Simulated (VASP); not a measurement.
Data:

```yaml
crystal:
  lattice:
    - [0.00000, 2.17968, 2.17968]
    - [2.17968, 0.00000, 2.17968]
    - [2.17968, 2.17968, 0.00000]
  atoms:
    - { symbol: Si, position: [0.00000, 0.00000, 0.00000] }
    - { symbol: C, position: [0.25000, 0.25000, 0.25000] }
```

These are PBEsol GGA, VASP's PBE PAW potentials (set 64) (plane waves; VASP) values and carry that method's errors. Run with 620 eV cut-off, 10×10×10 Γ-centred mesh, Gaussian smearing of 0.050 eV, potentials Si C.

Task: Estimate the energy per atom (σ→0), band gap (on the k-mesh) with the smallest direct gap where there is one.

Result: 
```yaml
band gap (on the k-mesh): 1.24 eV
smallest direct gap (on the k-mesh): 4.44 eV
energy per atom (σ→0): -7.958 eV/atom
```

Total energies compare only between runs with the same potentials, cut-off and functional.

The structure was generated: SiC was put into the zinc blende type (F-43m), which need not be its known phase. It was relaxed first.
